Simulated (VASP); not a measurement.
Input:

```xyz
12
Lattice="-2.5677 2.5677 5.8111 2.5677 -2.5677 5.8111 2.5677 2.5677 -5.8111" Properties=species:S:1:pos:R:3 pbc="T T T"
V      0.0000     0.0000     5.8111
V      2.5677     0.0000     2.9056
Bi     0.0000     0.0000     0.0000
Bi     0.0000     2.5677     2.9056
O      3.2920     1.2838    -0.9197
O      3.8517     0.7242     1.9859
O     -0.7242     1.2840     4.8915
O      1.2838    -0.7242     1.9859
O      1.8435     1.2840     3.8252
O      1.2838     1.8435     0.9197
O      3.2920    -1.2840     3.8252
O      1.2840     0.7242     6.7308
```

These are PBEsol GGA, VASP's PBE PAW potentials (set 64) (plane waves; VASP 6.6.1) values and carry that method's errors. Numerical set-up: 400 eV cut-off, 4×4×4 Γ-centred mesh shifted by (0.5, 0.5, 0.5), Gaussian smearing of 0.010 eV, potentials V_sv Bi_d O.

At this cut-off the stress carries a Pulay error, which pulls relaxed volumes low. Energy and stress use the plane-wave basis of the starting cell.

**Question.** The ions, cell shape and volume are relaxed. Predict the relaxed structure.

**Answer.** 
```xyz
12
Lattice="-2.5348 2.5348 5.7140 2.5348 -2.5348 5.7140 2.5348 2.5348 -5.7140" Properties=species:S:1:pos:R:3 pbc="T T T"
V      2.5348     2.5348     0.0000
V      2.5348     0.0000     2.8570
Bi     2.5348     2.5348     5.7140
Bi     0.0000     2.5348     2.8570
O      3.2546     1.2683    -0.9185
O      3.8013     0.7198     1.9385
O     -0.7198     1.2665     4.7956
O      1.2683    -0.7198     1.9385
O      1.8150     1.2665     3.7755
O      1.2683     1.8150     0.9185
O      3.2546    -1.2665     3.7755
O      1.2665     0.7198     6.6325
```
Space group I4_1/a (88), at a tolerance of 0.03 Å.

**Question.** How do energy and volume change from the first to the last step?

**Answer.** The energy (σ→0) changes by -13.3 meV/atom and the volume by -4.2 %, in 13 ionic steps.

| step | E(σ→0) (eV) | max force (eV/Å) | pressure (GPa) | volume (Å³) |
|---|---|---|---|---|
| 1 | -93.6734 | 0.241 | -8.22 | 153.25 |
| 2 | -93.3012 | 1.789 | 17.00 | 139.18 |
| 3 | -93.8096 | 0.370 | -0.57 | 148.31 |
| 4 | -93.8096 | 0.384 | -0.42 | 148.21 |
| 5 | -93.8301 | 0.103 | 0.06 | 146.70 |
| 6 | -93.8309 | 0.056 | -0.01 | 146.95 |
| 7 | -93.8318 | 0.041 | 0.02 | 146.89 |
| 8 | -93.8330 | 0.021 | 0.20 | 146.74 |
| 9 | -93.8324 | 0.061 | -0.60 | 147.14 |
| 10 | -93.8331 | 0.017 | -0.02 | 146.86 |
| 11 | -93.8332 | 0.012 | -0.05 | 146.88 |
| 12 | -93.8333 | 0.016 | -0.06 | 146.91 |
| 13 | -93.8334 | 0.008 | 0.00 | 146.86 |

The structure comes from a computed database's VBiO4 entry; how it stands against other phases isn't given here. This run relaxes it. Symmetry was kept, so distortions that lower it aren't found. The k-mesh is coarse (spacing up to 0.44 per Å, 2π included), so the numbers may not be converged in it. The run is one of a series of settings (EDIFFG = -0.01, GGA = PS, IBRION = 2, ISIF = 3, NSW = 50 against the base run), some of them coarse on purpose. The run is not spin-polarised, so no magnetic state was tried.
